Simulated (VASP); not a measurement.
Calculation: LDA (Ceperley-Alder, Perdew-Zunger), VASP's LDA PAW potentials (set 64) (plane waves; VASP).

Input for VASP

### INCAR
```
! general
SYSTEM = C
PREC   = Accurate
ENCUT  = 520
LREAL  = .False.   ! projection in real space or not
LASPH  = .True.   ! aspherical one-centre terms

! electronic loop
EDIFF  = 1E-6
NELM   = 100
ALGO   = Normal   ! blocked Davidson

! smearing
ISMEAR = 0   ! Gaussian
SIGMA  = 0.05   ! width (eV)

! ions
IBRION = 2   ! conjugate gradients
NSW    = 60   ! most ionic steps
ISIF   = 3
EDIFFG = -0.01

! output
LWAVE  = .False.
LCHARG = .False.
```

### KPOINTS
```
Automatic mesh
0
Gamma
11 11 11
0 0 0
```

POSCAR:
```
C
1.0
  0.0000000000   1.7803750000   1.7803750000
  1.7803750000   0.0000000000   1.7803750000
  1.7803750000   1.7803750000   0.0000000000
C
2
Direct
  0.5000000000   0.5000000000   0.5000000000
  0.7500000000   0.7500000000   0.7500000000
```

POTCAR, in this order: C (LDA.64 set). Program: vasp_std.

The resulting files:

**OUTCAR**
```
 ion  position               nearest neighbor table
   1  0.500  0.500  0.500-   2 1.54   2 1.54   2 1.54   2 1.54
   2  0.750  0.750  0.750-   1 1.54   1 1.54   1 1.54   1 1.54
  LATTYP: Found a face centered cubic cell.
 ALAT       =     3.5607500000
 Subroutine PRICEL returns:
 Original cell was already a primitive cell.
 Subroutine GETGRP returns: Found 48 space group operations
The static configuration has the point symmetry T_d .
 The point group associated with its full space group is O_h .
The dynamic configuration has the point symmetry T_d .
 Subroutine INISYM returns: Found 48 space group operations
 Subroutine IBZKPT returns following result:
 Found     56 irreducible k-points:

 Following reciprocal coordinates:
            Coordinates               Weight
  0.000000  0.000000  0.000000      1.000000
  0.090909  0.000000  0.000000      8.000000
  0.181818  0.000000  0.000000      8.000000
  0.272727  0.000000  0.000000      8.000000
  0.363636  0.000000  0.000000      8.000000
  0.454545  0.000000  0.000000      8.000000
  0.090909  0.090909  0.000000      6.000000
  0.181818  0.090909  0.000000     24.000000
  0.272727  0.090909  0.000000     24.000000
  0.363636  0.090909  0.000000     24.000000
  0.454545  0.090909  0.000000     24.000000
 -0.454545  0.090909  0.000000     24.000000
 -0.363636  0.090909  0.000000     24.000000
 -0.272727  0.090909  0.000000     24.000000
 -0.181818  0.090909  0.000000     24.000000
 -0.090909  0.090909  0.000000     12.000000
  0.181818  0.181818  0.000000      6.000000
  0.272727  0.181818  0.000000     24.000000
  0.363636  0.181818  0.000000     24.000000
  0.454545  0.181818  0.000000     24.000000
 -0.454545  0.181818  0.000000     24.000000
 -0.363636  0.181818  0.000000     24.000000
 -0.272727  0.181818  0.000000     24.000000
 -0.181818  0.181818  0.000000     12.000000
  0.272727  0.272727  0.000000      6.000000
  0.363636  0.272727  0.000000     24.000000
  0.454545  0.272727  0.000000     24.000000
 -0.454545  0.272727  0.000000     24.000000
 -0.363636  0.272727  0.000000     24.000000
 -0.272727  0.272727  0.000000     12.000000
  0.363636  0.363636  0.000000      6.000000
  0.454545  0.363636  0.000000     24.000000
 -0.454545  0.363636  0.000000     24.000000
 -0.363636  0.363636  0.000000     12.000000
  0.454545  0.454545  0.000000      6.000000
 -0.454545  0.454545  0.000000     12.000000
  0.272727  0.181818  0.090909     24.000000
  0.363636  0.181818  0.090909     48.000000
  0.454545  0.181818  0.090909     48.000000
 -0.454545  0.181818  0.090909     48.000000
   k-points           NKPTS =     56   k-points in BZ     NKDIM =     56   number of bands    NBANDS=      8
   number of dos      NEDOS =    301   number of ions     NIONS =      2
   total plane-waves  NPLWV =   8000
   dimension x,y,z NGX =    20 NGY =   20 NGZ =   20
   dimension x,y,z NGXF=    40 NGYF=   40 NGZF=   40
   ions per type =               2
   PREC   = accura    normal or accurate (medium, high low for compatibility)
   ISTART =      0    job   : 0-new  1-cont  2-samecut
   ICHARG =      2    charge: 1-file 2-atom 10-const
   ISPIN  =      1    spin polarized calculation?
   LNONCOLLINEAR =      F non collinear calculations
   LSORBIT =      F    spin-orbit coupling
   INIWAV =      1    electr: 0-lowe 1-rand  2-diag
   ENCUT  =  520.0 eV  38.22 Ry    6.18 a.u.   4.68  4.68  4.68*2*pi/ulx,y,z
   NELM   =    100;   NELMIN=  2; NELMDL= -5     # of ELM steps
   EDIFF  = 0.1E-05   stopping-criterion for ELM
   LREAL  =      F    real-space projection
   NLSPLINE    = F    spline interpolate recip. space projectors
...
```

File OSZICAR:
```
       N       E                     dE             d eps       ncg     rms          rms(c)
DAV:   1    -0.230320317170E+01   -0.23032E+01   -0.51465E+03   968   0.962E+02
DAV:   2    -0.209323137334E+02   -0.18629E+02   -0.18084E+02  1464   0.115E+02
DAV:   3    -0.210518306930E+02   -0.11952E+00   -0.11952E+00   960   0.116E+01
DAV:   4    -0.210520157445E+02   -0.18505E-03   -0.18505E-03  1288   0.492E-01
DAV:   5    -0.210520157852E+02   -0.40747E-07   -0.40746E-07   928   0.538E-03    0.573E+00
DAV:   6    -0.204499076421E+02    0.60211E+00   -0.48893E-01   928   0.540E+00    0.334E+00
DAV:   7    -0.202397049977E+02    0.21020E+00   -0.54213E-01  1080   0.567E+00    0.743E-01
DAV:   8    -0.202388901167E+02    0.81488E-03   -0.22841E-03   920   0.571E-01    0.263E-02
DAV:   9    -0.202388893149E+02    0.80181E-06   -0.11560E-05  1104   0.378E-02    0.237E-02
DAV:  10    -0.202388904028E+02   -0.10879E-05   -0.52665E-07   936   0.842E-03    0.327E-03
DAV:  11    -0.202388903747E+02    0.28056E-07   -0.21050E-08   472   0.143E-03
   1 F= -.20238890E+02 E0= -.20238890E+02  d E =-.202389E+02
       N       E                     dE             d eps       ncg     rms          rms(c)
DAV:   1    -0.202458120716E+02   -0.69217E-02   -0.73997E-01  1056   0.896E+00    0.771E-01
DAV:   2    -0.202371071663E+02    0.87049E-02   -0.77709E-03   968   0.837E-01    0.393E-01
DAV:   3    -0.202338350219E+02    0.32721E-02   -0.72577E-03   976   0.670E-01    0.609E-02
DAV:   4    -0.202338126050E+02    0.22417E-04   -0.17590E-05   904   0.564E-02    0.357E-02
DAV:   5    -0.202338035378E+02    0.90671E-05   -0.11876E-06  1128   0.166E-02    0.295E-03
DAV:   6    -0.202338035496E+02   -0.11755E-07   -0.23785E-09   448   0.524E-04
   2 F= -.20233804E+02 E0= -.20233804E+02  d E =0.508683E-02
       N       E                     dE             d eps       ncg     rms          rms(c)
DAV:   1    -0.202498031717E+02   -0.16000E-01   -0.23113E-01  1008   0.493E+00    0.427E-01
DAV:   2    -0.202470672003E+02    0.27360E-02   -0.24747E-03   976   0.475E-01    0.221E-01
DAV:   3    -0.202460287443E+02    0.10385E-02   -0.23204E-03   960   0.376E-01    0.317E-02
DAV:   4    -0.202460232090E+02    0.55353E-05   -0.57267E-06   904   0.325E-02    0.232E-02
DAV:   5    -0.202460182209E+02    0.49880E-05   -0.74823E-07   760   0.122E-02    0.135E-03
DAV:   6    -0.202460182229E+02   -0.19822E-08   -0.10083E-08   472   0.124E-03
   3 F= -.20246018E+02 E0= -.20246018E+02  d E =-.712785E-02
```

**OUTCAR**
```
------------------------ aborting loop because EDIFF is reached ----------------------------------------
  FORCE on cell =-STRESS in cart. coord.  units (eV):
  Direction    XX          YY          ZZ          XY          YZ          ZX
  --------------------------------------------------------------------------------------
  Total       -0.0043769     -0.0043769     -0.0043769      0.0000000      0.0000000      0.0000000
  in kB       -0.6345642     -0.6345642     -0.6345642      0.0000000      0.0000000      0.0000000
  external PRESSURE =      -0.6345642 kB  Pullay stress =       0.0000000 kB
  volume of cell :       11.05
      direct lattice vectors                 reciprocal lattice vectors
     0.000000000  1.767895017  1.767895017    -0.282822224  0.282822224  0.282822224
     1.767895017  0.000000000  1.767895017     0.282822224 -0.282822224  0.282822224
     1.767895017  1.767895017 -0.000000000     0.282822224  0.282822224 -0.282822224
 POSITION                                       TOTAL-FORCE (eV/Angst)
 -----------------------------------------------------------------------------------
      1.76790      1.76790      1.76790        -0.000000     -0.000000     -0.000000
      2.65184      2.65184      2.65184         0.000000      0.000000      0.000000
 -----------------------------------------------------------------------------------
    total drift:                                0.000000     -0.000000      0.000000
  FREE ENERGIE OF THE ION-ELECTRON SYSTEM (eV)
  ---------------------------------------------------
  free  energy   TOTEN  =       -20.2460182229 eV

  energy  without entropy=      -20.2460182229  energy(sigma->0) =      -20.24601822

 reached required accuracy - stopping structural energy minimisation
```
(Selected blocks of OUTCAR.)

File CONTCAR:
```
C
   1.00000000000000
     0.0000000000000000    1.7678950173533721    1.7678950173533721
     1.7678950173533721    0.0000000000000000    1.7678950173533721
     1.7678950173533721    1.7678950173533721   -0.0000000000000000
  C
     2
Direct
     0.5000000000000000    0.5000000000000000    0.5000000000000000
     0.7500000000000000    0.7500000000000000    0.7500000000000000
```

Energy and stress use the plane-wave basis of the starting cell.

The structure comes from a computed database's C entry (Fd-3m); how it stands against other phases isn't given here. This run relaxes it. Symmetry was kept, so distortions that lower it aren't found.
